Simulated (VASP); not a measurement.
# GaGe (F-43m) in VASP: further runs, part 2 of 3

VASP 6.6.1. Earlier steps stand in the parts before.

## 3. Single point, r2SCAN

INCAR reads:

```
SYSTEM = GaGe
PREC = Accurate ; ENCUT = 450
EDIFF = 1E-6 ; ISMEAR = -1
SIGMA = 0.05 ; LREAL = .False.
LASPH = .True. ; NELM = 100
ALGO = Normal ; ISIF = 2
LWAVE = .False. ; LCHARG = .False.
METAGGA = R2SCAN ; LMIXTAU = .True.
NBANDS = 10 ; ADDGRID = .False.
```

KPOINTS reads:

```
regular mesh
0
Gamma
  5 5 5
  0 0 0
```

POSCAR reads:

```
GaGe
1.0
    0.0000000000      2.8978440000      2.8978440000
    2.8978440000      0.0000000000      2.8978440000
    2.8978440000      2.8978440000      0.0000000000
Ge Ga
1 1
Direct
    0.0000000000      0.0000000000      0.0000000000
    0.2500000000      0.2500000000      0.2500000000
```

Potentials or basis: VASP PAW PBE potentials, release 64 (Ge, Ga).

Command:

```console
$ cat potpaw_PBE.64/Ge/POTCAR potpaw_PBE.64/Ga/POTCAR > POTCAR
$ mpirun -np 1 vasp_std > vasp.out
```

OUTCAR:

```text
SYSTEM = GaGe
   PREC = Accurate
   ENCUT = 450
   EDIFF = 1E-6
   ISMEAR = -1
   LREAL = .False.
   LASPH = .True.
   NELM = 100
   ISIF = 2
   METAGGA = R2SCAN

 Found     10 irreducible k-points:

 Following reciprocal coordinates:
            Coordinates               Weight
  0.000000  0.000000  0.000000      1.000000
  0.200000  0.000000  0.000000      8.000000
  0.400000  0.000000  0.000000      8.000000
  0.200000  0.200000  0.000000      6.000000
  0.400000  0.200000  0.000000     24.000000
 -0.400000  0.200000  0.000000     24.000000
   k-points           NKPTS =     10   k-points in BZ     NKDIM =     10   number of bands    NBANDS=     10
   number of dos      NEDOS =    301   number of ions     NIONS =      2
   total plane-waves  NPLWV =  21952
   dimension x,y,z NGX =    28 NGY =   28 NGZ =   28
   dimension x,y,z NGXF=    56 NGYF=   56 NGZF=   56
   ions per type =               1   1
   NGX,Y,Z   is equivalent  to a cutoff of  11.36, 11.36, 11.36 a.u.
   NGXF,Y,Z  is equivalent  to a cutoff of  22.72, 22.72, 22.72 a.u.
 SYSTEM =  GaGe
   PREC   = accura    normal or accurate (medium, high low for compatibility)
   ISTART =      0    job   : 0-new  1-cont  2-samecut
   ICHARG =      2    charge: 1-file 2-atom 10-const
   ISPIN  =      1    spin polarized calculation?
   LNONCOLLINEAR =      F non collinear calculations
   LSORBIT =      F    spin-orbit coupling
   LASPH  =      T    aspherical Exc in radial PAW
   ENCUT  =  450.0 eV  33.07 Ry    5.75 a.u.   7.09  7.09  7.09*2*pi/ulx,y,z
   NELM   =    100;   NELMIN=  2; NELMDL= -5     # of ELM steps
   EDIFF  = 0.1E-05   stopping-criterion for ELM
   LREAL  =      F    real-space projection
   EDIFFG = 0.1E-04   stopping-criterion for IOM
   NSW    =      0    number of steps for IOM
   IBRION =     -1    ionic relax: 0-MD 1-quasi-New 2-CG
   NFREE  =      0    steps in history (QN), initial steepest desc. (CG)
   ISIF   =      2    stress and relaxation
   ISYM   =      2    0-nonsym 1-usesym 2-fastsym
   POTIM  = 0.5000    time-step for ionic-motion
   TEBEG  =    0.0;   TEEND  =   0.0 temperature during run
   PSTRESS=    0.0 pullay stress
   NELECT =       7.0000    total number of electrons
   NUPDOWN=      -1.0000    fix difference up-down
   EMIN   =  10.00;   EMAX   =-10.00  energy-range for DOS
   EFERMI =   0.00;   METHOD = LEGACY
   ISMEAR =    -1;   SIGMA  =   0.05  broadening in eV -4-tet -1-fermi 0-gaus
   EFERMI_NEDOS =   21; number of points for ismear=-14 and -15
   IALGO  =     38    algorithm
   IMIX   =      4    mixing-type and parameters
     AMIX     =   0.40;   BMIX     =  1.00
     AMIX_MAG =   1.60;   BMIX_MAG =  1.00
  volume/ion in A,a.u.               =      24.33       164.22
  Fermi-wavevector in a.u.,A,eV,Ry     =   0.857740  1.620894 10.010058  0.735719
  Thomas-Fermi vector in A             =   1.974840
   LORBIT       =      0    0 simple, 1 ext, 2 COOP (PROOUT), +10 PAW based schemes
   METAGGA = R2SCAN    functional components
   LHFCALC =     F    Hartree Fock is set to
   AEXX    =    0.0000 exact exchange contribution
   IVDW    =     0    specifies the selected vdW correction
   LEPSILON=     F    determine dielectric tensor
   LRPA    =     F    only Hartree local field effects (RPA)
 non-spin polarized calculation
  energy-cutoff  :      450.00
  volume of cell :       48.67
 maximum number of plane-waves:      1073
   NGX = 15   NGY = 15   NGZ = 15

 number of electron       7.0000000 magnetization

 Free energy of the ion-electron system (eV)
  ---------------------------------------------------
  ext. energy  EPLUGINS =         0.00000000
  ---------------------------------------------------
  free energy    TOTEN  =       -24.98761385 eV

  energy without entropy =      -24.97863915  energy(sigma->0) =      -24.98312650

 E-fermi :   1.1221     XC(G=0):  -9.1484

 val. band max:        1.0360130170   @ k =  -0.4000   0.2000   0.0000
 cond. band min:       1.3375891170   @ k =   0.2000   0.2000   0.0000
 fundamental gap:      0.3015761000
 Fermi energy:         1.1220721075

 k-point     1 :       0.0000    0.0000    0.0000
  band No.  band energies     occupation
      1      -9.8022      2.00000
      2       2.9168      0.00000
      3       2.9168      0.00000
      4       2.9168      0.00000
      5       3.7706      0.00000
      6       5.8004      0.00000
      7       5.8004      0.00000
      8       5.8004      0.00000
      9       9.6069      0.00000
     10      12.2582      0.00000

 k-point     2 :       0.2000    0.0000    0.0000
  band No.  band energies     occupation
      1      -9.3293      2.00000
      2      -0.6055      2.00000
      3       2.2749      0.00000
      4       2.2749      0.00000
      5       4.2724      0.00000
      6       6.6301      0.00000
      7       6.6301      0.00000
      8       7.9700      0.00000
      9      11.0998      0.00000
     10      11.1166      0.00000

 k-point     3 :       0.4000    0.0000    0.0000
  band No.  band energies     occupation
      1      -8.1438      2.00000
      2      -3.7699      2.00000
      3       1.6326      0.00007
      4       1.6326      0.00007
      5       3.6964      0.00000
      6       6.8857      0.00000
      7       6.8857      0.00000
      8      10.0943      0.00000
      9      11.9422      0.00000
     10      12.7868      0.00000

 k-point     4 :       0.2000    0.2000    0.0000
  band No.  band energies     occupation
      1      -9.1654      2.00000
      2      -0.4822      2.00000
      3       1.3376      0.02650
      4       1.3376      0.02650
      5       4.5044      0.00000
      6       6.1915      0.00000
      7       8.1885      0.00000
      8       8.1885      0.00000
      9       9.7053      0.00000
     10      12.3110      0.00000

 k-point     5 :       0.4000    0.2000    0.0000
  band No.  band energies     occupation
      1      -8.1539      2.00000
      2      -3.0108      2.00000
      3       0.0933      2.00000
      4       0.7633      1.99847
      5       4.7739      0.00000
      6       6.7472      0.00000
      7       8.0857      0.00000
      8       8.8620      0.00000
      9      12.7215      0.00000
     10      13.4079      0.00000

 k-point     6 :      -0.4000    0.2000    0.0000
  band No.  band energies     occupation
      1      -7.4629      2.00000
      2      -4.1950      2.00000
      3      -0.7198      2.00000
      4       1.0360      1.69656
      5       4.9065      0.00000
      6       7.3967      0.00000
      7       8.2062      0.00000
      8      10.4135      0.00000
      9      11.3950      0.00000
     10      12.2888      0.00000

 [... further k-points ...]

------------------------ aborting loop because EDIFF is reached ----------------------------------------

  FORCE on cell =-STRESS in cart. coord.  units (eV):
  Direction    XX          YY          ZZ          XY          YZ          ZX
  --------------------------------------------------------------------------------------
  -------------------------------------------------------------------------------------
  Total       -0.7263563     -0.7263563     -0.7263563      0.0000000      0.0000000     -0.0000000
  in kB      -23.9114146    -23.9114146    -23.9114146      0.0000000      0.0000000     -0.0000000
  external PRESSURE =     -23.9114146 kB  Pullay stress =       0.0000000 kB

 VOLUME and BASIS-vectors are now :
 -----------------------------------------------------------------------------
  energy-cutoff  :      450.00
  volume of cell :       48.67
      direct lattice vectors                 reciprocal lattice vectors
     0.000000000  2.897844000  2.897844000    -0.172542069  0.172542069  0.172542069
     2.897844000  0.000000000  2.897844000     0.172542069 -0.172542069  0.172542069
     2.897844000  2.897844000  0.000000000     0.172542069  0.172542069 -0.172542069

 POSITION                                       TOTAL-FORCE (eV/Angst)
 -----------------------------------------------------------------------------------
      0.00000      0.00000      0.00000         0.000000     -0.000000      0.000000
      1.44892      1.44892      1.44892        -0.000000      0.000000     -0.000000
 -----------------------------------------------------------------------------------
    total drift:                                0.000000      0.000000      0.000000

  FREE ENERGIE OF THE ION-ELECTRON SYSTEM (eV)
  ---------------------------------------------------
  free  energy   TOTEN  =       -24.9876138525 eV

  energy  without entropy=      -24.9786391531  energy(sigma->0) =      -24.98312650
```

OSZICAR:

```text
N       E                     dE             d eps       ncg     rms          rms(c)
DAV:   1    -0.105751298355E+02   -0.10575E+02   -0.25593E+03   200   0.489E+02
DAV:   2    -0.250216507282E+02   -0.14447E+02   -0.14091E+02   250   0.703E+01
DAV:   3    -0.255895392804E+02   -0.56789E+00   -0.56423E+00   252   0.124E+01
DAV:   4    -0.255912744889E+02   -0.17352E-02   -0.17350E-02   236   0.810E-01
DAV:   5    -0.255912762722E+02   -0.17834E-05   -0.17833E-05   250   0.264E-02    0.298E+00
DAV:   6    -0.249295420823E+02    0.66173E+00   -0.17533E-01   200   0.264E+00    0.197E+00
DAV:   7    -0.250225771300E+02   -0.93035E-01   -0.11000E-01   200   0.209E+00    0.209E-01
DAV:   8    -0.249489179258E+02    0.73659E-01   -0.94774E-02   200   0.199E+00    0.223E-01
DAV:   9    -0.249735691396E+02   -0.24651E-01   -0.49826E-03   208   0.453E-01    0.826E-02
DAV:  10    -0.249859039045E+02   -0.12335E-01   -0.55501E-03   200   0.586E-01    0.339E-02
DAV:  11    -0.249868692399E+02   -0.96534E-03   -0.13804E-04   226   0.840E-02    0.216E-02
DAV:  12    -0.249873736094E+02   -0.50437E-03   -0.36915E-04   200   0.148E-01    0.122E-02
DAV:  13    -0.249875589151E+02   -0.18531E-03   -0.74400E-05   216   0.657E-02    0.557E-03
DAV:  14    -0.249875949587E+02   -0.36044E-04   -0.60228E-06   216   0.177E-02    0.335E-03
DAV:  15    -0.249876085074E+02   -0.13549E-04   -0.35022E-06   204   0.127E-02    0.158E-03
DAV:  16    -0.249876138351E+02   -0.53277E-05   -0.32179E-06   210   0.139E-02    0.586E-04
DAV:  17    -0.249876138525E+02   -0.17451E-07   -0.12440E-07   112   0.260E-03
   1 F= -.24987614E+02 E0= -.24983127E+02  d E =-.897470E-02
```

stdout:

```text
POSCAR found type information on POSCAR GeGa
 POSCAR found :  2 types and       2 ions
 scaLAPACK will be used
 -----------------------------------------------------------------------------
|                                                                             |
|                                                                             |
|     You enforced a specific xc type in the INCAR file but a different       |
|     I HOPE YOU KNOW WHAT YOU ARE DOING!                                     |
|                                                                             |
 -----------------------------------------------------------------------------

 LDA part: xc-table for (None), standard interpolation
 POSCAR, INCAR and KPOINTS ok, starting setup
 FFT: planning ... GRIDC
 FFT: planning ... GRID_SOFT
 FFT: planning ... GRID
 WAVECAR not read
 entering main loop
```

Wall time 20 s (1 thread of Intel Xeon Platinum 8488C (Sapphire Rapids), shared host); peak memory 0.16 GiB.

These settings aren't checked as converged: the numbers below hold their error.

What came out:

```
Free energy            : -24.9876 eV
Pressure               : -2.4 GPa
Band gap on the k mesh : none (metal or under the smearing width)
```

Caveat: the k mesh is coarse (spacing up to 0.38 Å⁻¹), so the values aren't converged; the PAW data sets were made with another functional, which shifts forces and pressure a little.

## 4. Single point, r2SCAN

INCAR: that of step 3 with these lines changed.

```diff
@@ -3,3 +3,3 @@
 EDIFF = 1E-6 ; ISMEAR = -1
-SIGMA = 0.05 ; LREAL = .False.
+SIGMA = 0.02 ; LREAL = .False.
 LASPH = .True. ; NELM = 100
```

KPOINTS is that of step 3.

POSCAR is that of step 3.

Command:

```console
$ cat potpaw_PBE.64/Ge/POTCAR potpaw_PBE.64/Ga/POTCAR > POTCAR
$ mpirun -np 1 vasp_std > vasp.out
```

It took 20 s on 1 thread of Intel Xeon Platinum 8488C (Sapphire Rapids), shared host; peak memory 0.16 GiB.

The run converged, but some of its settings lie outside the range that counts as converged, so its numbers aren't taken as properties of the crystal.

What came out:

* Free energy: -24.9827 eV
* Pressure: -2.4 GPa
* Band gap on the k mesh: none (metal or under the smearing width)

Caveat: the k mesh is coarse (spacing up to 0.38 Å⁻¹), so the values aren't converged; the PAW data sets were made with another functional, which shifts forces and pressure a little.

(Part 2 of 3 ends here.)
